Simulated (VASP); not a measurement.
Consider the following.

```
CELL_PARAMETERS angstrom
      1.73032    -2.99701     0.00000
      1.73032     2.99701     0.00000
      0.00000     0.00000     5.40216
ATOMIC_POSITIONS crystal
  Lu 0.33333 0.66667 0.25000
  Lu 0.66667 0.33333 0.75000
```

The numbers are results of PBE GGA, VASP's PBE PAW potentials (set 64) (plane waves; VASP 6.6.1), not measurements. Settings: 480 eV cut-off, 12×12×6 Γ-centred mesh, first-order Methfessel-Paxton smearing of 0.10 eV, potentials Lu_3.

**Question.** Give the stress tensor in GPa (positive for a compressed cell).

**Answer.** 
```
2.54  0.00  0.00
0.00  2.54  0.00
0.00  0.00  2.12
```
The pressure is its mean diagonal, 2.40 GPa.

The compound is Lu in the hcp structure. This cell was strained or had an atom moved on purpose.
